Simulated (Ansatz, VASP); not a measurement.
## Pt (Pt wire along [110], 8 atoms a period) in two plane-wave programs

Wanted: the spread between two codes on one cell, functional and k mesh. Of the first pair: The structure shown is the start of the Ansatz relaxation below; VASP solves that cell, so the two are compared at the walk's first step.

Program: Ansatz 0.2.0. Level of theory: plane waves, with VASP 6.6.1 beside it; single point at PBE. Results are calculated unless marked as measured.

**1. Starting point**

The cell holds 8 atoms: 8 Pt. Cell: a = 10.770 Å, b = 12.414 Å, c = 2.807 Å, α = 90.0°, β = 90.0°, γ = 90.0°. Vacuum lies along a and b. The structure's axis is c.

**2. Ansatz: relaxation, PBE**

Ansatz runs on its PAW soft_1 files.

The two programs are compared at the cell with which this relaxation starts, whose forces are those of its first step.

input.yaml

```yaml
crystal:
  lattice:
    - [10.77, 0.0, 0.0]
    - [0.0, 12.414, 0.0]
    - [0.0, 0.0, 2.8072139213]
  atoms:
    - { symbol: Pt, position: [0.315691736, 0.72615014, 0.0] }
    - { symbol: Pt, position: [0.315691736, 0.500017232, 0.0] }
    - { symbol: Pt, position: [0.684308264, 0.72615014, 0.0] }
    - { symbol: Pt, position: [0.684308264, 0.500017232, 0.0] }
    - { symbol: Pt, position: [0.5, 0.386950778, 0.5] }
    - { symbol: Pt, position: [0.5, 0.613083686, 0.5] }
    - { symbol: Pt, position: [0.315691736, 0.273884324, 0.0] }
    - { symbol: Pt, position: [0.684308264, 0.273884324, 0.0] }
kpoints:
  mp_grid: { grid: [1, 1, 29] }
scf:
  occupations: { method: fermi_dirac, width: 0.05 }
hamiltonian:
  xc: pbe
  pseudopotentials: { kind: paw, azcp: { folder: soft_1 } }
relax:
  cell: { fix: [a, b, alpha, beta, gamma] }
  max_steps: 45
  f_tol: 0.03
```

Run with:

```
$ ansatz run input.yaml --threads 4 --pin off --max-ram 16384MiB --backend cpu --events-out ev --progress --plain --runs-dir out
```

Numbers of over 12 decimals in the logs are rounded to 6 here.

Output:

```text
Engine: ansatz 0.2.0, aarch64-unknown-linux-gnu
Pseudopotentials: kind: paw
Pseudopotential: Pt, paw, valence charge 18, recommended cutoff 420 eV (normal), soft_1/Pt.paw.azcp
Functional definition: PBE
  parameter kappa = 0.804
  parameter beta = 0.066725
  exchange = pbe_x(kappa = kappa, mu = beta*pi^2/3)
  correlation = pbe_c(beta = beta)
Crystal: 8 atoms, lattice volume = 375.321 Å³
Basis set: ecut = 420 eV, 7351 PW (Γ), exchange–correlation on 144×180×40 points (8 copies of the dense FFT grid, shifted against one another)
Bands: 87, of which v1, the nominal top of the filled ones, is band 72 counted from 1 (71 counted from 0)
Symmetry: 8 space group operations
Space group: Pmmm (ITA 47), of the structure as read, at distance tolerance 7.2e-5 Å
k-points: 15 of 29
Non-local potential: Pt, projectors of the file, l = 0: 3, l = 1: 2, l = 2: 2, l = 3: 1
PAW form: soft (Blöchl's): semilocal exchange-correlation on the pseudo side does not see the compensation charge
PAW one-centre angular grid: Pt, 590 points (default); XC on 64 Gauss nodes
Initial density: superposition of atomic densities (neutral atoms: chi_scale 0, normalization atom)
Initial wavefunctions: pseudopotential atomic-orbital guess
Functional: x = pbe(κ = 0.804, μ = 0.219515), c = pbe(β = 0.066725)
SCF iter   1: F=—  HF=-100190.896554 eV  |F-HF|=—  |Δ(HF+E_count)|=         —  Δρ=4.99e-2  dr2=1.09e1  ethr=3.10e-3  ⟨swp⟩=6.1  Hψ=4739  notcnv=0  defer=11
preconditioner: auto → LDOS  [metal: Δε(μ)=0.017 eV  Ē_g=5.611 eV  σ=0.050 eV  W_gap=0.08  n_scr=64 (ndim 8)  ℏωp=17.1 eV  f_vac=0.516  D(μ)=14.30/eV (n_scr^D=116)  β→1.0]
SCF iter   2: F=—  HF=-100190.730982 eV  |F-HF|=—  |Δ(HF+E_count)|=   1.66e-1  Δρ=3.83e-2  dr2=9.71e0  ethr=3.10e-3  ⟨swp⟩=3.0  Hψ=3492  notcnv=0  defer=54
SCF iter   3: F=—  HF=-100188.452788 eV  |F-HF|=—  |Δ(HF+E_count)|=    2.28e0  Δρ=1.24e-2  dr2=1.29e0  ethr=3.10e-3  ⟨swp⟩=2.1  Hψ=2628  notcnv=0  defer=67
SCF iter   4: F=—  HF=-100188.364818 eV  |F-HF|=—  |Δ(HF+E_count)|=   8.80e-2  Δρ=4.33e-3  dr2=2.75e-1  ethr=8.95e-4  ⟨swp⟩=2.5  Hψ=2176  notcnv=0  defer=61
SCF iter   5: F=—  HF=-100188.344599 eV  |F-HF|=—  |Δ(HF+E_count)|=   2.02e-2  Δρ=2.11e-3  dr2=3.05e-2  ethr=1.91e-4  ⟨swp⟩=2.5  Hψ=1767  notcnv=0  defer=61
SCF iter   6: F=—  HF=-100188.343161 eV  |F-HF|=—  |Δ(HF+E_count)|=   1.44e-3  Δρ=7.36e-4  dr2=5.00e-3  ethr=2.12e-5  ⟨swp⟩=2.0  Hψ=1554  notcnv=0  defer=61
SCF iter   7: F=—  HF=-100188.343072 eV  |F-HF|=—  |Δ(HF+E_count)|=   8.99e-5  Δρ=4.87e-4  dr2=2.05e-3  ethr=3.47e-6  ⟨swp⟩=1.9  Hψ=1607  notcnv=0  defer=61
SCF iter   8: F=—  HF=-100188.343032 eV  |F-HF|=—  |Δ(HF+E_count)|=   3.91e-5  Δρ=1.98e-4  dr2=4.76e-4  ethr=1.42e-6  ⟨swp⟩=1.7  Hψ=1317  notcnv=0  defer=61
SCF iter   9: F=—  HF=-100188.343004 eV  |F-HF|=—  |Δ(HF+E_count)|=   2.87e-5  Δρ=7.22e-5  dr2=2.81e-5  ethr=3.31e-7  ⟨swp⟩=1.7  Hψ=1407  notcnv=0  defer=61
SCF iter  10: F=—  HF=-100188.343324 eV  |F-HF|=—  |Δ(HF+E_count)|=   3.20e-4  Δρ=1.79e-5  dr2=2.19e-6  ethr=1.95e-8  ⟨swp⟩=2.1  Hψ=1872  notcnv=0  defer=61
SCF iter  11: F=—  HF=-100188.343324 eV  |F-HF|=—  |Δ(HF+E_count)|=   3.78e-7  Δρ=9.25e-6  dr2=5.52e-7  ethr=1.52e-9  ⟨swp⟩=2.0  Hψ=1858  notcnv=0  defer=61
SCF iter  12: F=—  HF=-100188.343324 eV  |F-HF|=—  |Δ(HF+E_count)|=   1.95e-8  Δρ=4.26e-6  dr2=1.67e-7  ethr=3.83e-10  ⟨swp⟩=2.0  Hψ=1854  notcnv=0  defer=61
SCF iter  13: F=-100188.343324 eV  HF=-100188.343324 eV  |F-HF|=1.18e-8  |Δ(HF+E_count)|=   3.02e-8  Δρ=1.75e-6  dr2=2.10e-8  ethr=6.94e-11  ⟨swp⟩=5.0  Hψ=4342  notcnv=0
SCF 1 converged in 13 iterations: F = -100188.343324 eV  dr2 = 2.10e-8
  greatest PAW one-centre occupation: 1.000 electrons in one spin orbital (limit 2), on the Pt atom at site 5 (counted from 0), in its partial waves of l = 0
relax step   1: F+E_penalty+E_count = -100188.34332443 eV  Δ(F+E_penalty+E_count) = +0.000e0 eV  max|allowed force component| = 1.640e0 eV/Å  Δτ_max = 0.0000 Å  P = -6.083 GPa  Ω = 375.321 Å³  fix = [a, b, alpha, beta, gamma]  reactions: a -3.243, b -6.055 GPa  (13 SCF iters, dr2 threshold 1.00e-7 eV, accepted)
[...]
relax step   7: F+E_penalty+E_count = -100190.01987344 eV  Δ(F+E_penalty+E_count) = -4.328e-4 eV  max|allowed force component| = 2.313e-2 eV/Å  Δτ_max = 0.0334 Å  P = +0.034 GPa  Ω = 351.788 Å³  energy of the carried Pulay correction = +3.478e-3 eV  fix = [a, b, alpha, beta, gamma]  reactions: a +0.044, b -0.088 GPa  (9 SCF iters, dr2 threshold 9.24e-8 eV, accepted)
[...]
relax step   8: F+E_penalty+E_count = -100190.02019988 eV  Δ(F+E_penalty+E_count) = -3.264e-4 eV  max|allowed force component| = 1.965e-3 eV/Å  Δτ_max = 0.0089 Å  P = -0.003 GPa  Ω = 352.034 Å³  energy of the carried Pulay correction = +3.440e-3 eV  fix = [a, b, alpha, beta, gamma]  reactions: a +0.012, b -0.029 GPa  (7 SCF iters, dr2 threshold 5.39e-8 eV, accepted)
[...]
relax step   9: F+E_penalty+E_count = -100190.01494780 eV  Δ(F+E_penalty+E_count) = +5.252e-3 eV  max|allowed force component| = 2.148e-3 eV/Å  Δτ_max = 0.0000 Å  P = +0.009 GPa  Ω = 352.034 Å³  fix = [a, b, alpha, beta, gamma]  reactions: a +0.020, b -0.020 GPa  stress off target by 2.77e-2 GPa on what of the cell is left free  SCF on the basis re-selected at this cell (its energy is not comparable with the rows above)  (9 SCF iters)
basis re-selected at this cell: Δ(F+E_penalty+E_count) = +5.252e-3 eV, ΔP = +0.012 GPa vs the last step (what re-selecting the basis moved, of the pressure what is left beyond the Pulay correction that the steps carried, after the strain that the cell walked since its last selection, with what the two solves' SCF thresholds leave and, on support functions, any second-order correction that the steps lacked; it is no measure of the basis error at this ecutwfc). The dense FFT grid was sized anew with the basis: this SCF ran on 72×90×18 points, the steps before it on 72×90×20, so part of this shift can come from that change (see relax.cell in the input reference). [rest of the remark cut]
SCF converged after 9 iterations
Free energy (F): -100190.014948 eV
Harris-Foulkes:  -100190.014948 eV  (|F-HF|=1.46e-11)
Internal energy: -100189.888449 eV  (E = F + TS)
E sigma→0 (E₀):  -100189.951698 eV
Entropy (-TS):   -0.126499 eV (-15.812 meV/atom)
Fermi energy:    4.512501 eV
--- Per-component energies (eV) ---
  E_band       = -3652.600987
  E_kinetic    = 4773.282313
  E_local      = -63552.731701  (includes V_loc(G=0)·N_el)
  E_nonlocal   = 1634.978870
  E_hartree    = 29098.312636
  E_xc         = -1849.082750
  E_vxc        = -2157.089619  (∫ρ·V_xc dr)
  E_paw        = -75874.337614  (= ΣΔE_a)
  E_vpaw       = -2547.675534  (= ΣTr[D̂ρ^β])
  E_aug_tail   = 0.008838  (compensation charges beyond the density's cutoff)
  E_ewald      = 5579.680959
  E_smearing   = -0.126499  (= −TS)
  E_closure    = 0.000000  (closes the sum)
  Σ components = -100190.014948   (vs F -100190.014948, Δ=0.00e0)
--- Forces (eV/Å), atoms counted from 1 ---
  atom   1  Pt    -0.00138922    -0.00053322    -0.00000000
  atom   2  Pt    -0.00078848     0.00000000    -0.00000000
  atom   3  Pt     0.00138922    -0.00053322     0.00000000
  atom   4  Pt     0.00078848    -0.00000000     0.00000000
  atom   5  Pt     0.00000000     0.00214792     0.00000000
  atom   6  Pt    -0.00000000    -0.00214792    -0.00000000
  atom   7  Pt    -0.00138922     0.00053322    -0.00000000
  atom   8  Pt     0.00138922     0.00053322     0.00000000
  max |Σ_I F_I| component: 3.25e-19 eV/Å
--- Stress (GPa, compression-positive) ---
        0.019683      -0.000000       0.000000
       -0.000000      -0.020062      -0.000000
        0.000000      -0.000000       0.027687
  P = ⅓ Tr σ = 0.0091 GPa (0.091 kbar)
--- Relaxed structure (8 steps of the walk, 7 accepted, 1 SCFs on fresh bases) ---
  F+E_penalty+E_count = -100190.01494780 eV   max|allowed force component| = 2.148e-3 eV/Å   (the final SCF, on the basis selected at the relaxed cell)
  cell:  # Å, volume = 352.0343 Å³
    - [10.77, 0, 0]
    - [0, 12.414, 0]
    - [0, 0, 2.633041]
  atoms:
    - { symbol: Pt, position: [0.299216, 0.706807, 0] }
    - { symbol: Pt, position: [0.327644, 0.500017232, 0] }
    - { symbol: Pt, position: [0.700784, 0.706807, 0] }
    - { symbol: Pt, position: [0.672356, 0.500017232, 0] }
    - { symbol: Pt, position: [0.500000, 0.368400, 0.500000] }
    - { symbol: Pt, position: [0.500000, 0.631635, 0.500000] }
    - { symbol: Pt, position: [0.299216, 0.293227, 0] }
    - { symbol: Pt, position: [0.700784, 0.293227, 0] }
```

**3. VASP: single point, PBE, start cell, pair 1**

The same cell, functional, mesh and smearing now go to VASP, with its own data sets.

Lines of VASP's logs that name or quote its potential files are left out, and so is its time.

INCAR

```
SYSTEM = Pt
PREC = Accurate
ENCUT = 400
EDIFF = 1E-06
NELM = 120
ISMEAR = -1
SIGMA = 0.05
LREAL = .FALSE.
ALGO = Normal
GGA = PE
NBANDS = 49
LASPH = .TRUE.
LORBIT = 11
LWAVE = .FALSE.
LCHARG = .FALSE.
ISIF = 2
GGA_COMPAT = .FALSE.
KPAR = 2
```

POSCAR

```
Pt
1.0
   10.7700000000      0.0000000000      0.0000000000
    0.0000000000     12.4140000000      0.0000000000
    0.0000000000      0.0000000000      2.8072140000
Pt
8
Direct
    0.3156917363      0.7261501531      0.0000000000
    0.3156917363      0.5000172386      0.0000000000
    0.6843082637      0.7261501531      0.0000000000
    0.6843082637      0.5000172386      0.0000000000
    0.5000000000      0.3869507814      0.5000000000
    0.5000000000      0.6130836958      0.5000000000
    0.3156917363      0.2738843242      0.0000000000
    0.6843082637      0.2738843242      0.0000000000
```

KPOINTS

```
Automatic mesh
0
Gamma
1 1 29
0 0 0
```

The projector-augmented-wave data sets are Pt (PBE family, release 64).

Run with:

```
$ mpirun -np 2 vasp_std
```

Output:

```text
[banner, memory and clock lines left out]
running    2 mpi-ranks, on    1 nodes
 distrk:  each k-point on    1 cores,    2 groups
 distr:  one band on    1 cores,    1 groups

 POSCAR found type information on POSCAR Pt
 POSCAR found :  1 types and       8 ions
 LDA part: xc-table for (Slater+PW92), standard interpolation
 POSCAR, INCAR and KPOINTS ok, starting setup
 FFT: planning ... GRIDC
 FFT: planning ... GRID_SOFT
 FFT: planning ... GRID
 WAVECAR not read
 entering main loop
       N       E                     dE             d eps       ncg     rms          rms(c)
DAV:   1     0.439573674056E+03    0.43957E+03   -0.29399E+04  1470   0.111E+03
DAV:   2    -0.558203017830E+01   -0.44516E+03   -0.41334E+03  1816   0.233E+02
DAV:   3    -0.405990564064E+02   -0.35017E+02   -0.30969E+02  1834   0.592E+01
DAV:   4    -0.421566283359E+02   -0.15576E+01   -0.14684E+01  1734   0.119E+01
DAV:   5    -0.422223694755E+02   -0.65741E-01   -0.64745E-01  2011   0.234E+00    0.206E+01
DAV:   6    -0.412659478597E+02    0.95642E+00   -0.11603E+01  1715   0.206E+01    0.189E+01
DAV:   7    -0.405713295989E+02    0.69462E+00   -0.94230E+00  1782   0.213E+01    0.107E+01
DAV:   8    -0.397335336915E+02    0.83780E+00   -0.33421E+00  1732   0.146E+01    0.538E+00
DAV:   9    -0.396462542700E+02    0.87279E-01   -0.17162E+00  1727   0.917E+00    0.441E+00
DAV:  10    -0.394881907267E+02    0.15806E+00   -0.31887E-01  1572   0.462E+00    0.881E-01
DAV:  11    -0.394834352359E+02    0.47555E-02   -0.53573E-02  1852   0.126E+00    0.352E-01
DAV:  12    -0.394828116182E+02    0.62362E-03   -0.64138E-03  1630   0.536E-01    0.290E-01
DAV:  13    -0.394821675142E+02    0.64410E-03   -0.27440E-03  1671   0.371E-01    0.104E-01
DAV:  14    -0.394821713725E+02   -0.38583E-05   -0.38847E-04  1682   0.126E-01    0.393E-02
DAV:  15    -0.394823609621E+02   -0.18959E-03   -0.18523E-04  1756   0.588E-02    0.198E-02
DAV:  16    -0.394825273910E+02   -0.16643E-03   -0.51006E-05  1619   0.276E-02    0.207E-02
DAV:  17    -0.394825474974E+02   -0.20106E-04   -0.15609E-05  1679   0.232E-02    0.569E-03
DAV:  18    -0.394825492068E+02   -0.17093E-05   -0.32710E-06  1138   0.907E-03    0.400E-03
DAV:  19    -0.394825506641E+02   -0.14574E-05   -0.88692E-07   923   0.510E-03    0.213E-03
DAV:  20    -0.394825511967E+02   -0.53253E-06   -0.59674E-07   965   0.234E-03
   1 F= -.39482551E+02 E0= -.39401145E+02  d E =-.162812E+00
```

Parts of OUTCAR (step 3):

```text
ion  position               nearest neighbor table
   1  0.316  0.726  0.000-   6 2.81   6 2.81   2 2.81
   2  0.316  0.500  0.000-   5 2.81   6 2.81   5 2.81   6 2.81   7 2.81   1 2.81
   3  0.684  0.726  0.000-   6 2.81   6 2.81   4 2.81
   4  0.684  0.500  0.000-   5 2.81   6 2.81   5 2.81   6 2.81   8 2.81   3 2.81
   5  0.500  0.387  0.500-   2 2.81   4 2.81   2 2.81   4 2.81   7 2.81   8 2.81   7 2.81   8 2.81
                             6 2.81
   6  0.500  0.613  0.500-   2 2.81   4 2.81   2 2.81   4 2.81   1 2.81   3 2.81   3 2.81   1 2.81
                             5 2.81
   7  0.316  0.274  0.000-   5 2.81   5 2.81   2 2.81
   8  0.684  0.274  0.000-   5 2.81   5 2.81   4 2.81

  LATTYP: Found a simple orthorhombic cell.
 ALAT       =     2.8072140000
 B/A-ratio  =     3.8365439899
 C/A-ratio  =     4.4221780028

 Subroutine GETGRP returns: Found  8 space group operations
 (whereof  4 operations were pure point group operations)

The static configuration has the point symmetry C_2v.
 The point group associated with its full space group is D_2h.

 Found     15 irreducible k-points:

   k-points           NKPTS =     15   k-points in BZ     NKDIM =     15   number of bands    NBANDS=     49

   dimension x,y,z NGX =    70 NGY =   84 NGZ =   18
   dimension x,y,z NGXF=   140 NGYF=  168 NGZF=   36

   ENCUT  =  400.0 eV  29.40 Ry    5.42 a.u.  17.56 20.24  4.58*2*pi/ulx,y,z

   NELECT =      80.0000    total number of electrons

 k-points in reciprocal lattice and weights: Automatic mesh
   0.00000000  0.00000000  0.00000000       0.034
   0.00000000  0.00000000  0.03448276       0.069
   0.00000000  0.00000000  0.06896552       0.069
   0.00000000  0.00000000  0.10344828       0.069
   0.00000000  0.00000000  0.13793103       0.069
   0.00000000  0.00000000  0.17241379       0.069
   0.00000000  0.00000000  0.20689655       0.069
   0.00000000  0.00000000  0.24137931       0.069
   0.00000000  0.00000000  0.27586207       0.069
[...]
0.00000000  0.00000000  0.44827586       0.069
   0.00000000  0.00000000  0.48275862       0.069

 average (electrostatic) potential at core
       1 -72.9846       2 -73.6956       3 -72.9846       4 -73.6956       5 -74.0193
       6 -74.0193       7 -72.9846       8 -72.9846

 E-fermi :  -0.1503

 k-point     1 :       0.0000    0.0000    0.0000
  band No.  band energies     occupation
    ...
     37      -0.3354      1.95183
     38      -0.3239      1.93971
     39      -0.2282      1.65179
     40      -0.2096      1.53180
     41      -0.2020      1.47497
     42       0.0255      0.05770
     43       0.0480      0.03718
     44       0.0787      0.02027
     45       0.1947      0.00201
     46       0.6460      0.00000
    ...

 k-point     2 :       0.0000    0.0000    0.0345
  band No.  band energies     occupation
    ...
     37      -0.3480      1.96236
     38      -0.3324      1.94891
     39      -0.2245      1.63009
     40      -0.2225      1.61788
     41      -0.1689      1.18390
     42      -0.0133      0.12114
     43      -0.0028      0.09934
     44       0.0588      0.03008
     45       0.1203      0.00888
     46       0.7159      0.00000
    ...

 k-point     3 :       0.0000    0.0000    0.0690
  band No.  band energies     occupation
    ...
     38      -0.3485      1.96268
     39      -0.2874      1.87881
     40      -0.1890      1.36810
     41      -0.1701      1.19484
     42      -0.1242      0.74417
     43      -0.0264      0.15480
     44       0.0012      0.09206
     45       0.0223      0.06142
     46       0.8691      0.00000
     47       0.8769      0.00000
    ...

  Total       -7.7846862    -14.4226411    -21.1453165      0.0000000      0.0000000      0.0000000
  in kB      -33.2314067    -61.5676267    -90.2655031      0.0000000      0.0000000      0.0000000
  external PRESSURE =     -61.6881788 kB  Pullay stress =       0.0000000 kB

  energy-cutoff  :      400.00
  volume of cell :      375.32
      direct lattice vectors                 reciprocal lattice vectors
    10.770000000  0.000000000  0.000000000     0.092850511  0.000000000  0.000000000
     0.000000000 12.414000000  0.000000000     0.000000000  0.080554213  0.000000000
     0.000000000  0.000000000  2.807214000     0.000000000  0.000000000  0.356225069

 POSITION                                       TOTAL-FORCE (eV/Angst)
 -----------------------------------------------------------------------------------
      3.40000      9.01443      0.00000         0.697694     -1.647191      0.000000
      3.40000      6.20721      0.00000         0.573109      0.000000     -0.000000
      7.37000      9.01443      0.00000        -0.697694     -1.647191      0.000000
      7.37000      6.20721      0.00000        -0.573109      0.000000      0.000000
      5.38500      4.80361      1.40361         0.000000     -1.456806      0.000000
      5.38500      7.61082      1.40361         0.000000      1.456806      0.000000
      3.40000      3.40000      0.00000         0.697694      1.647191      0.000000
      7.37000      3.40000      0.00000        -0.697694      1.647191      0.000000
 -----------------------------------------------------------------------------------
    total drift:                                0.000000     -0.000001     -0.000000

  FREE ENERGIE OF THE ION-ELECTRON SYSTEM (eV)
  ---------------------------------------------------
  free  energy   TOTEN  =       -39.4825511967 eV

  energy  without entropy=      -39.3197393362  energy(sigma->0) =      -39.40114527

 total charge
# of ion       s       p       d       tot
------------------------------------------
    1        0.604   0.221   8.060   8.886
    2        0.593   0.381   7.990   8.964
    3        0.604   0.221   8.060   8.886
    4        0.593   0.381   7.990   8.964
    5        0.599   0.513   7.964   9.077
    6        0.599   0.513   7.964   9.077
    7        0.604   0.221   8.060   8.886
    8        0.604   0.221   8.060   8.886
--------------------------------------------------
tot          4.802   2.673  64.150  71.626

[... 3 further parts left out ...]
```

**4. Differences**

Known differences besides the potentials themselves: the data sets hold 144 valence electrons in Ansatz (on its PAW soft_1 files) and 80 in VASP; the cutoff is 420 eV in Ansatz and 400 eV in VASP. Total energies have different zeros and are not compared.

Forces (eV/Å; atoms numbered as in POSCAR):

| atom | Ansatz x, y, z | VASP x, y, z |
| --- | --- | --- |
| Pt1 | 0.691, -1.640, 0.000 | 0.698, -1.647, 0.000 |
| Pt2 | 0.565, 0.000, 0.000 | 0.573, 0.000, 0.000 |
| Pt3 | -0.691, -1.640, 0.000 | -0.698, -1.647, 0.000 |
| Pt4 | -0.565, 0.000, 0.000 | -0.573, 0.000, 0.000 |
| Pt5 | 0.000, -1.475, 0.000 | 0.000, -1.457, 0.000 |
| Pt6 | 0.000, 1.475, 0.000 | 0.000, 1.457, 0.000 |
| Pt7 | 0.691, 1.640, 0.000 | 0.698, 1.647, 0.000 |
| Pt8 | -0.691, 1.640, 0.000 | -0.698, 1.647, 0.000 |

The forces differ by 7.0 meV/Å r.m.s., which is 0.8 % of the r.m.s. force of 0.859 eV/Å (both taken over all components).

(Part 1 of 2 ends here.)

[Lines on the potential files, build, host, timing and source positions are cut from VASP's logs without a mark.]

[Logs are printed without paths, hosts, clocks, repeated set-up lines and the standing remarks that a program may print on its own settings, such as how far it seeks lower states.]

[Hosts, paths, dates, database ids (printed as entryN), source tags and the programs' standing remarks are cut or masked in the printed files.]
